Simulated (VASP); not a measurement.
VASP input:

**KPOINTS**
```
K-points
0
G
  9 9 5
```

**POSCAR**
```
ZrSe2
1
    1.8502405971    -3.2047109402     0.0000000000
    1.8502405971     3.2047109402     0.0000000000
    0.0000000000     0.0000000000     5.9796683692
Zr Se
1 2
Direct
  0.0000000000   1.0000000000   0.0000000000
  0.3333330000   0.6666670000   0.2648936141
  0.6666670000   0.3333330000   0.7351063859
```

### INCAR
```
SYSTEM = ZrSe2
PREC = Accurate
ENCUT = 520
EDIFF = 1E-7
NELM = 100
ALGO = Normal
LREAL = .FALSE.
LASPH = .TRUE.
ISMEAR = 1
SIGMA = 0.1
GGA = PE
IVDW = 12
LMAXMIX = 4
LWAVE = .FALSE.
LCHARG = .FALSE.
ISIF = 4
IBRION = 2
NSW = 30
EDIFFG = -0.01
```

POTCAR, in this order: Zr_sv Se (PBE.64 set). Program: vasp_std.

### Question
Translate this PBE-D3(BJ) calculation to Quantum ESPRESSO's pw.x.

### Answer
One equivalent input (not run):
```
&CONTROL
  calculation = 'vc-relax'
  pseudo_dir = './pseudo'
  outdir = './out'
  tprnfor = .true.
  tstress = .true.
  nstep = 30
  forc_conv_thr = 0.00039
/
&SYSTEM
  ibrav = 0
  nat = 3
  ntyp = 2
  ecutwfc = 86
  occupations = 'smearing'
  smearing = 'methfessel-paxton'
  degauss = 0.00735
  input_dft = 'pbe'
  vdw_corr = 'grimme-d3'
  dftd3_version = 4
  dftd3_threebody = .false.
/
&ELECTRONS
  conv_thr = 7.3e-09
  electron_maxstep = 100
/
&IONS
/
&CELL
  cell_dofree = 'shape'
/
ATOMIC_SPECIES
  Zr 91.224 Zr.upf
  Se 78.971 Se.upf
CELL_PARAMETERS angstrom
     1.8502406   -3.2047109    0.0000000
     1.8502406    3.2047109    0.0000000
     0.0000000    0.0000000    5.9796684
ATOMIC_POSITIONS crystal
  Zr   0.0000000  1.0000000  0.0000000
  Se   0.3333330  0.6666670  0.2648936
  Se   0.6666670  0.3333330  0.7351064
K_POINTS automatic
  9 9 5 0 0 0
```
What does not carry over: the potentials are each code's own (VASP's PAW set, PseudoDojo norm-conserving files in pw.x), so ENCUT and ecutwfc are chosen apart and not converted; conv_thr bounds pw.x's estimated SCF error, while EDIFF bounds the energy change between steps; forc_conv_thr acts on force components and is met together with etot_conv_thr.

The compound is ZrSe2 in the 1T layered structure. This cell is one point of a volume scan, at 0.97 of the reference volume. Symmetry was kept, so distortions that lower it aren't found.
